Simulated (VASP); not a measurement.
Cost and result of VASP (PAW) for the bulk modulus of CsCl (CsCl type). Static lattice, third-order Birch-Murnaghan fit over five volumes. The cost counts the five points of the equation of state, each on the mesh and cut-off of its row, so the ratios hold those differences too. With PBE it took about 50 core-seconds. Costs are core time on shared hosts, one run each; read them as rough ratios.

Unless said otherwise, spin-orbit coupling is left out, though it shifts the bands of the heavy elements here.

| level | k-mesh | cut-off (eV) | bulk modulus (GPa) | cost over PBE |
|---|---|---|---|---|
| LDA | 7×7×7 | 520 | 24.8 | within a factor of 2 |
| PBEsol | 7×7×7 | 520 | 18.5 | within a factor of 2 |
| PBE | 6×6×6 | 520 | 14.3 | reference |
| r2SCAN | 7×7×7 | 520 | ___ | ___ |

What belongs in the gaps?

- r2SCAN, bulk modulus (GPa): 18.3
- r2SCAN, cost over PBE: about 6 times

Left out are levels that failed, ran on another kind of processor or have no fit band path; at most nine are shown.

The compound is CsCl in the CsCl type structure.
